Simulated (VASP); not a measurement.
Here is the system:

```
Pd
1.0
    0.00000     1.95289     1.95289
    1.95289     0.00000     1.95289
    1.95289     1.95289     0.00000
Pd
1
Direct
  0.00000   0.00000   0.00000
```

All values below come from optB86b-vdW, VASP's PBE PAW potentials (set 64) (plane waves; VASP 6.6.1). Numerical set-up: 520 eV cut-off, Gaussian smearing of 0.050 eV, potentials Pd.

### Question
Give the energies of bands 1 to 6 at the high-symmetry points, in eV from the Fermi level.

### Answer

| band | Γ | X | U | L | W |
|---|---|---|---|---|---|
| 1 | -7.05 | -5.29 | -4.64 | -5.20 | -4.23 |
| 2 | -2.78 | -5.00 | -4.06 | -2.83 | -3.31 |
| 3 | -2.78 | -0.04 | -1.92 | -2.83 | -3.31 |
| 4 | -2.78 | 0.30 | -0.92 | -0.01 | -1.29 |
| 5 | -1.19 | 0.30 | -0.14 | -0.01 | 0.31 |
| 6 | -1.19 | 3.38 | 7.09 | 1.08 | 8.87 |

It has no gap at this level: it comes out as a metal or semimetal.

The compound is Pd in the fcc structure. It was relaxed first.
